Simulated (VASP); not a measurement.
An input for Ansatz (written as the equivalent of a VASP run, and not itself run):

Ansatz 0.2 input:
```yaml
crystal:
  lattice:
    - [0.0000000, 4.2194600, 4.2194600]
    - [4.2194600, 0.0000000, 4.2194600]
    - [4.2194600, 4.2194600, 0.0000000]
  atoms:
    - { symbol: Cd, position: [0.1250000, 0.1250000, 0.1250000] }
    - { symbol: Cd, position: [0.6250000, 0.1250000, 0.1250000] }
    - { symbol: Cd, position: [0.1250000, 0.6250000, 0.1250000] }
    - { symbol: Cd, position: [0.1250000, 0.1250000, 0.6250000] }
    - { symbol: Sc, position: [0.7500000, 0.7500000, 0.7500000] }
    - { symbol: Sc, position: [0.5000000, 0.5000000, 0.5000000] }
kpoints:
  mp_grid: { grid: [3, 3, 3] }
hamiltonian:
  xc: pbe
  pseudopotentials: { kind: paw }
scf:
  occupations: { method: fermi_dirac, width: 0.1 }
  max_iter: 100
output: { forces: true, stress: true, eigenvalues: true }
```

### Question
Write the VASP files for the same calculation (PBE).

### Answer
This is not unique; one that fits is 
**INCAR**
```
! general
SYSTEM  = ScCd2
PREC    = Accurate
ENCUT   = 300
LREAL   = .False.
LASPH   = .True.

! electronic loop
EDIFF   = 1E-6
NELM    = 100
ALGO    = Normal
LMAXMIX = 4

! smearing
ISMEAR  = -1
SIGMA   = 0.1

! functional
GGA     = PE

! ions
ISIF    = 2

! output
LWAVE   = .False.
LCHARG  = .False.
```

**POSCAR**
```
ScCd2
5.9672180
  0.0000000000   0.7071067288   0.7071067288
  0.7071067288   0.0000000000   0.7071067288
  0.7071067288   0.7071067288   0.0000000000
Cd Sc
4 2
Cart
  0.1767766822   0.1767766822   0.1767766822
  0.1767766822   0.5303300466   0.5303300466
  0.5303300466   0.1767766822   0.5303300466
  0.5303300466   0.5303300466   0.1767766822
  1.0606600932   1.0606600932   1.0606600932
  0.7071067288   0.7071067288   0.7071067288
```

**KPOINTS**
```
Automatic mesh
0
Gamma
3 3 3
0 0 0
```

POTCAR, in this order: Cd Sc_sv (PBE.64 set). Program: vasp_std.

The two are equivalent in intent, not identical: each code has its own PAW files, so the cut-off isn't converted (ENCUT is set for VASP's; basis.ecutwfc is left out, and Ansatz then takes the one that its files recommend); Ansatz stops its SCF on the density residual and VASP on the energy change (EDIFF).

The structure was generated: ScCd2 was put into an ordered model structure (Fd-3m), which need not be its known phase. The cell was not relaxed at this level. The k-mesh is coarse (spacing up to 0.43 per Å, 2π included), so the numbers may not be converged in it. The run is one of a series of settings (KPOINTS 3×3×3 Γ-centred mesh against the base run), some of them coarse on purpose.
